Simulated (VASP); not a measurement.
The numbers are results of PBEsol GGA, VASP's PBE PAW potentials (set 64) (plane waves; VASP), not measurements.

A VASP calculation is set up with these files.

KPOINTS:
```
Regular mesh
0
Gamma
 6 4 1
```

**POSCAR**
```
SrO(110) slab
1
    3.6303164040     0.0000000000    -0.0000000000
    0.0000000000     5.1340426815     0.0000000000
   -0.0000000000    -0.0000000000    25.8154918909
Sr O
6 6
Direct
  0.0000000000   0.0000000000   0.3242180000
  0.5000000000   0.5000000000   0.3945310000
  0.0000000000   0.0000000000   0.4648440000
  0.5000000000   0.5000000000   0.5351560000
  0.0000000000   0.0000000000   0.6054690000
  0.5000000000   0.5000000000   0.6757820000
  0.5000000000   0.0000000000   0.3945310000
  0.0000000000   0.5000000000   0.3242180000
  0.5000000000   0.0000000000   0.5351560000
  0.0000000000   0.5000000000   0.4648440000
  0.5000000000   0.0000000000   0.6757820000
  0.0000000000   0.5000000000   0.6054690000
```

INCAR:
```
ISIF = 2   ! forces and stress, cell fixed
IBRION = 2   ! conjugate gradients
PREC = Normal
EDIFF = 1E-5
LWAVE = .True.
IDIPOL = 3
LREAL = .False.   ! projection in real space or not
NELM = 100   ! most electronic steps
LDIPOL = .True.
NELMIN = 4
ENCUT = 450
SIGMA = 0.05
GGA = PS
EDIFFG = -0.03
SYSTEM = SrO(110) slab
ALGO = Normal
DIPOL = 0.5 0.5 0.5
LMAXMIX = 4
LASPH = .True.
ISMEAR = 0
NSW = 50
LCHARG = .False.
```

POTCAR, in this order: Sr_sv O (PBE.64 set). Program: vasp_std.

What VASP printed:

File OSZICAR:
```
...
DAV:   6    -0.729280172218E+02    0.24222E-04   -0.16368E-04  1845   0.561E-02    0.393E-02
DAV:   7    -0.729280180093E+02   -0.78749E-06   -0.58736E-05  1650   0.366E-02
   4 F= -.72928018E+02 E0= -.72928018E+02  d E =-.417948E+00
       N       E                     dE             d eps       ncg     rms          rms(c)
DAV:   1    -0.729277497781E+02    0.26744E-03   -0.42574E-01  1370   0.279E+00    0.391E-01
DAV:   2    -0.729286211613E+02   -0.87138E-03   -0.10393E-02  1618   0.413E-01    0.241E-01
DAV:   3    -0.729285694362E+02    0.51725E-04   -0.56812E-04  1958   0.923E-02    0.981E-02
DAV:   4    -0.729285748602E+02   -0.54240E-05   -0.11630E-04  1663   0.494E-02    0.217E-02
DAV:   5    -0.729285796057E+02   -0.47455E-05   -0.18086E-05  1120   0.180E-02
   5 F= -.72928580E+02 E0= -.72928580E+02  d E =-.418510E+00
       N       E                     dE             d eps       ncg     rms          rms(c)
DAV:   1    -0.729270396004E+02    0.15353E-02   -0.25600E+01  1368   0.206E+01    0.242E+00
DAV:   2    -0.729754908225E+02   -0.48451E-01   -0.63777E-01  1634   0.317E+00    0.148E+00
DAV:   3    -0.729690819939E+02    0.64088E-02   -0.36440E-02  1910   0.825E-01    0.732E-01
DAV:   4    -0.729675122237E+02    0.15698E-02   -0.86585E-03  1734   0.538E-01    0.217E-01
DAV:   5    -0.729676221798E+02   -0.10996E-03   -0.31202E-03  1831   0.225E-01    0.116E-01
DAV:   6    -0.729676174184E+02    0.47614E-05   -0.33002E-04  1942   0.664E-02    0.840E-02
DAV:   7    -0.729676101270E+02    0.72915E-05   -0.79298E-05  1726   0.476E-02
   6 F= -.72967610E+02 E0= -.72967610E+02  d E =-.390305E-01
       N       E                     dE             d eps       ncg     rms          rms(c)
DAV:   1    -0.729674842964E+02    0.13312E-03   -0.47752E-01  1386   0.284E+00    0.338E-01
DAV:   2    -0.729683322114E+02   -0.84792E-03   -0.11306E-02  1615   0.425E-01    0.209E-01
DAV:   3    -0.729682239747E+02    0.10824E-03   -0.54953E-04  2015   0.105E-01    0.919E-02
DAV:   4    -0.729682066330E+02    0.17342E-04   -0.17171E-04  1663   0.733E-02    0.287E-02
DAV:   5    -0.729682139412E+02   -0.73082E-05   -0.50643E-05  1567   0.288E-02
   7 F= -.72968214E+02 E0= -.72968214E+02  d E =-.396343E-01
       N       E                     dE             d eps       ncg     rms          rms(c)
DAV:   1    -0.729702027793E+02   -0.19961E-02   -0.63921E+00  1368   0.108E+01    0.768E-01
DAV:   2    -0.729825880953E+02   -0.12385E-01   -0.14228E-01  1555   0.153E+00    0.432E-01
DAV:   3    -0.729822811941E+02    0.30690E-03   -0.65691E-03  2103   0.291E-01    0.284E-01
DAV:   4    -0.729819445727E+02    0.33662E-03   -0.13007E-03  1581   0.186E-01    0.669E-02
DAV:   5    -0.729819557835E+02   -0.11211E-04   -0.32591E-04  1599   0.714E-02    0.340E-02
DAV:   6    -0.729819448861E+02    0.10897E-04   -0.30859E-05  1308   0.249E-02    0.142E-02
DAV:   7    -0.729819409082E+02    0.39779E-05   -0.86269E-06  1005   0.150E-02
   8 F= -.72981941E+02 E0= -.72981941E+02  d E =-.137270E-01
       N       E                     dE             d eps       ncg     rms          rms(c)
DAV:   1    -0.729551660140E+02    0.26779E-01   -0.19022E+01  1368   0.187E+01    0.136E+00
DAV:   2    -0.729925458958E+02   -0.37380E-01   -0.43072E-01  1512   0.266E+00    0.761E-01
DAV:   3    -0.729915108968E+02    0.10350E-02   -0.20180E-02  2111   0.516E-01    0.491E-01
DAV:   4    -0.729904970936E+02    0.10138E-02   -0.43760E-03  1615   0.337E-01    0.158E-01
DAV:   5    -0.729905031356E+02   -0.60419E-05   -0.11697E-03  1672   0.137E-01    0.660E-02
DAV:   6    -0.729904818174E+02    0.21318E-04   -0.89227E-05  1784   0.392E-02    0.364E-02
DAV:   7    -0.729904647262E+02    0.17091E-04   -0.37103E-05  1399   0.288E-02    0.113E-02
DAV:   8    -0.729904666448E+02   -0.19185E-05   -0.68360E-06   989   0.114E-02
   9 F= -.72990467E+02 E0= -.72990467E+02  d E =-.222527E-01
       N       E                     dE             d eps       ncg     rms          rms(c)
DAV:   1    -0.729891604087E+02    0.13043E-02   -0.31750E+00  1368   0.775E+00    0.544E-01
DAV:   2    -0.729946793500E+02   -0.55189E-02   -0.70456E-02  1619   0.110E+00    0.347E-01
DAV:   3    -0.729947288863E+02   -0.49536E-04   -0.47391E-03  2079   0.217E-01    0.225E-01
DAV:   4    -0.729946481011E+02    0.80785E-04   -0.37465E-04  1677   0.105E-01    0.704E-02
DAV:   5    -0.729946518144E+02   -0.37134E-05   -0.14030E-04  1734   0.524E-02    0.195E-02
DAV:   6    -0.729946521982E+02   -0.38374E-06   -0.24712E-05  1181   0.215E-02
  10 F= -.72994652E+02 E0= -.72994652E+02  d E =-.418555E-02
       N       E                     dE             d eps       ncg     rms          rms(c)
DAV:   1    -0.729942707293E+02    0.38109E-03   -0.33139E-01  1368   0.250E+00    0.176E-01
DAV:   2    -0.729948544416E+02   -0.58371E-03   -0.74393E-03  1610   0.357E-01    0.111E-01
DAV:   3    -0.729948581920E+02   -0.37505E-05   -0.51383E-04  2055   0.726E-02    0.723E-02
DAV:   4    -0.729948499942E+02    0.81978E-05   -0.35002E-05  1219   0.321E-02
  11 F= -.72994850E+02 E0= -.72994850E+02  d E =-.438335E-02
       N       E                     dE             d eps       ncg     rms          rms(c)
DAV:   1    -0.729948434916E+02    0.14700E-04   -0.73589E-03  1376   0.372E-01    0.259E-02
DAV:   2    -0.729948576564E+02   -0.14165E-04   -0.17435E-04  1584   0.550E-02    0.176E-02
DAV:   3    -0.729948571976E+02    0.45888E-06   -0.72978E-06   930   0.108E-02    0.113E-02
DAV:   4    -0.729948573954E+02   -0.19783E-06   -0.35810E-06   917   0.866E-03
  12 F= -.72994857E+02 E0= -.72994857E+02  d E =-.439075E-02
       N       E                     dE             d eps       ncg     rms          rms(c)
DAV:   1    -0.729949524964E+02   -0.95299E-04   -0.12886E-01  1370   0.153E+00    0.163E-01
DAV:   2    -0.729951654447E+02   -0.21295E-03   -0.34874E-03  1582   0.251E-01    0.114E-01
DAV:   3    -0.729951670502E+02   -0.16055E-05   -0.31008E-04  1935   0.592E-02    0.656E-02
DAV:   4    -0.729951630733E+02    0.39769E-05   -0.37578E-05  1223   0.316E-02
  13 F= -.72995163E+02 E0= -.72995163E+02  d E =-.305678E-03
       N       E                     dE             d eps       ncg     rms          rms(c)
DAV:   1    -0.729951466901E+02    0.20360E-04   -0.21809E-02  1430   0.632E-01    0.691E-02
DAV:   2    -0.729951808288E+02   -0.34139E-04   -0.59981E-04  1607   0.104E-01    0.491E-02
DAV:   3    -0.729951808754E+02   -0.46566E-07   -0.52551E-05  1510   0.239E-02    0.280E-02
DAV:   4    -0.729951798662E+02    0.10091E-05   -0.57036E-06   971   0.140E-02
  14 F= -.72995180E+02 E0= -.72995180E+02  d E =-.322471E-03
       N       E                     dE             d eps       ncg     rms          rms(c)
DAV:   1    -0.729952312209E+02   -0.50346E-04   -0.86466E-02  1372   0.126E+00    0.876E-02
DAV:   2    -0.729953974415E+02   -0.16622E-03   -0.19473E-03  1595   0.180E-01    0.552E-02
DAV:   3    -0.729953888339E+02    0.86077E-05   -0.77745E-05  1870   0.322E-02    0.322E-02
DAV:   4    -0.729953817810E+02    0.70529E-05   -0.27326E-05  1239   0.300E-02
  15 F= -.72995382E+02 E0= -.72995382E+02  d E =-.201915E-03
       N       E                     dE             d eps       ncg     rms          rms(c)
DAV:   1    -0.729944349702E+02    0.95386E-03   -0.77732E-01  1368   0.377E+00    0.266E-01
DAV:   2    -0.729959094887E+02   -0.14745E-02   -0.17284E-02  1505   0.540E-01    0.165E-01
DAV:   3    -0.729958343583E+02    0.75130E-04   -0.69065E-04  2086   0.964E-02    0.953E-02
DAV:   4    -0.729957669167E+02    0.67442E-04   -0.25972E-04  1607   0.906E-02    0.251E-02
DAV:   5    -0.729957735247E+02   -0.66079E-05   -0.72377E-05  1528   0.349E-02
  16 F= -.72995774E+02 E0= -.72995774E+02  d E =-.593658E-03
```

OUTCAR:
```
------------------------ aborting loop because EDIFF is reached ----------------------------------------
  FORCE on cell =-STRESS in cart. coord.  units (eV):
  Direction    XX          YY          ZZ          XY          YZ          ZX
  --------------------------------------------------------------------------------------
  Total        3.5277564     -8.4792268     -1.3149669      0.0000000      0.0000000      0.0000000
  in kB       11.7469416    -28.2346544     -4.3786582      0.0000000      0.0000000      0.0000000
  external PRESSURE =      -6.9554570 kB  Pullay stress =       0.0000000 kB
  volume of cell :      481.15
      direct lattice vectors                 reciprocal lattice vectors
     3.630316404  0.000000000  0.000000000     0.275458084  0.000000000  0.000000000
     0.000000000  5.134042682  0.000000000     0.000000000  0.194778279  0.000000000
     0.000000000  0.000000000 25.815491891     0.000000000  0.000000000  0.038736430
 POSITION                                       TOTAL-FORCE (eV/Angst)
 -----------------------------------------------------------------------------------
      0.00000      0.00000      8.44344         0.000000      0.000000     -0.002774
      1.81516      2.56702     10.11938         0.000000      0.000000     -0.004489
      0.00000      0.00000     12.01642         0.000000      0.000000      0.005742
      1.81516      2.56702     13.79907         0.000000      0.000000     -0.005742
      0.00000      0.00000     15.69612         0.000000      0.000000      0.004489
      1.81516      2.56702     17.37205         0.000000      0.000000      0.002774
      1.81516      0.00000     10.01727         0.000000      0.000000      0.022944
      0.00000      2.56702      8.57046         0.000000      0.000000      0.014762
      1.81516      0.00000     13.71065         0.000000      0.000000     -0.015784
      0.00000      2.56702     12.10484         0.000000      0.000000      0.015784
      1.81516      0.00000     17.24503         0.000000      0.000000     -0.014762
      0.00000      2.56702     15.79822         0.000000      0.000000     -0.022944
 -----------------------------------------------------------------------------------
    total drift:                                0.000000      0.000000      0.000000
  FREE ENERGIE OF THE ION-ELECTRON SYSTEM (eV)
  ---------------------------------------------------
  free  energy   TOTEN  =       -72.9957735247 eV

  energy  without entropy=      -72.9957735247  energy(sigma->0) =      -72.99577352

 reached required accuracy - stopping structural energy minimisation
```
(Selected blocks of OUTCAR.)

File CONTCAR:
```
SrO(110) slab
   1.00000000000000
     3.6303164040000002    0.0000000000000000    0.0000000000000000
     0.0000000000000000    5.1340426815000004    0.0000000000000000
     0.0000000000000000    0.0000000000000000   25.8154918908999989
  Sr              O
     6     6
Direct
     0.0000000000000000    0.0000000000000000    0.3270687475180457
     0.5000000000000000    0.5000000000000000    0.3919885275090173
     0.0000000000000000    0.0000000000000000    0.4654731027366935
     0.5000000000000000    0.5000000000000000    0.5345268972633065
     0.0000000000000000    0.0000000000000000    0.6080114724909824
     0.5000000000000000    0.5000000000000000    0.6729312524819541
     0.5000000000000000    0.0000000000000000    0.3880333466436346
     0.0000000000000000    0.5000000000000000    0.3319891755583798
     0.5000000000000000    0.0000000000000000    0.5311017539706060
     0.0000000000000000    0.5000000000000000    0.4688982460293942
     0.5000000000000000    0.0000000000000000    0.6680108244416200
     0.0000000000000000    0.5000000000000000    0.6119666533563654
```

File OUTCAR:
```
 val. band max:       -1.0133037773   @ k =   0.0000   0.0000   0.0000

 cond. band min:       0.9466881715   @ k =   0.0000   0.0000   0.0000


 Fermi energy:        -0.7122838287

 k-point     1 :       0.0000    0.0000    0.0000
  band No.  band energies     occupation
      1     -34.6388      2.00000
      2     -34.6388      2.00000
      3     -33.8231      2.00000
      4     -33.7216      2.00000
      5     -33.1230      2.00000
      6     -33.1205      2.00000
      7     -18.0597      2.00000
      8     -18.0322      2.00000
      9     -17.2183      2.00000
     10     -17.2137      2.00000
     11     -16.6649      2.00000
     12     -16.6568      2.00000
     13     -16.6156      2.00000
     14     -16.6152      2.00000
     15     -16.4947      2.00000
     16     -16.3442      2.00000
     17     -16.2841      2.00000
     18     -15.8876      2.00000
     19     -15.8442      2.00000
     20     -15.8079      2.00000
     21     -15.7976      2.00000
     22     -15.5857      2.00000
     23     -15.3498      2.00000
     24     -15.3057      2.00000
     25     -15.0927      2.00000
     26     -15.0219      2.00000
     27     -15.0128      2.00000
     28     -14.9642      2.00000
     29     -14.1479      2.00000
     30     -14.0777      2.00000
     31      -3.3388      2.00000
     32      -3.2636      2.00000
     33      -2.7136      2.00000
     34      -2.7032      2.00000
     35      -2.5043      2.00000
     36      -2.4161      2.00000
     37      -2.2196      2.00000
     38      -2.2110      2.00000
     39      -2.0265      2.00000
     40      -2.0052      2.00000
     41      -1.9880      2.00000
     42      -1.6183      2.00000
     43      -1.5980      2.00000
     44      -1.4759      2.00000
     45      -1.1772      2.00000
     46      -1.1718      2.00000
     47      -1.0436      2.00000
     48      -1.0133      2.00000
     49       0.9467      0.00000
     50       1.0279      0.00000
     51       2.2648      0.00000
...
```

At this cut-off the stress carries a Pulay error, which pulls relaxed volumes low.

The cell is a thin slab with vacuum, built from SrO (rock salt): (110) face.
